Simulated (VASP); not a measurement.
An input for Ansatz (written as the equivalent of a VASP run, and not itself run):

Ansatz 0.2 input:
```yaml
crystal:
  lattice:
    - [0.0000000, 3.2589000, 3.2589000]
    - [3.2589000, 0.0000000, 3.2589000]
    - [3.2589000, 3.2589000, 0.0000000]
  atoms:
    - { symbol: Mg, position: [0.2500000, 0.2500000, 0.2500000] }
    - { symbol: Mg, position: [0.7500000, 0.7500000, 0.7500000] }
    - { symbol: Ge, position: [0.0000000, 0.0000000, 0.0000000] }
kpoints:
  mp_grid: { grid: [5, 5, 5] }
hamiltonian:
  xc: pbe
  pseudopotentials: { kind: paw }
scf:
  occupations: { method: gaussian, width: 0.05 }
  max_iter: 100
output: { forces: true, stress: true, eigenvalues: true }
```

Problem. Write the VASP files for the same calculation (PBE).

Solution. Several could match; the one computed here: 
**KPOINTS**
```
Automatic mesh
0
Gamma
5 5 5
0 0 0
```

**INCAR**
```
! general
SYSTEM   =  Mg2Ge
PREC     =  Accurate
ENCUT    =  150
LREAL    =  .False.
LASPH    =  .True.

! electronic loop
EDIFF    =  1E-6
NELM     =  100
ALGO     =  Normal
LMAXMIX  =  4

! smearing
ISMEAR   =  0
SIGMA    =  0.05

! functional
GGA      =  PE

! ions
ISIF     =  2

! output
LWAVE    =  .False.
LCHARG   =  .False.
```

**POSCAR**
```
Mg2Ge
1.0
  0.0000000000   3.2589000000   3.2589000000
  3.2589000000   0.0000000000   3.2589000000
  3.2589000000   3.2589000000   0.0000000000
Mg Ge
2 1
Cart
  1.6294500000   1.6294500000   1.6294500000
  4.8883500000   4.8883500000   4.8883500000
  0.0000000000   0.0000000000   0.0000000000
```

POTCAR, in this order: Mg Ge_d (PBE.64 set). Program: vasp_std.

What does not carry over: each code has its own PAW files, so the cut-off isn't converted (ENCUT is set for VASP's; basis.ecutwfc is left out, and Ansatz then takes the one that its files recommend); Ansatz stops its SCF on the density residual and VASP on the energy change (EDIFF).

The compound is Mg2Ge in the antifluorite structure. The cell was not relaxed at this level. The run is one of a series of settings (ENCUT = 150 against the base run), some of them coarse on purpose.
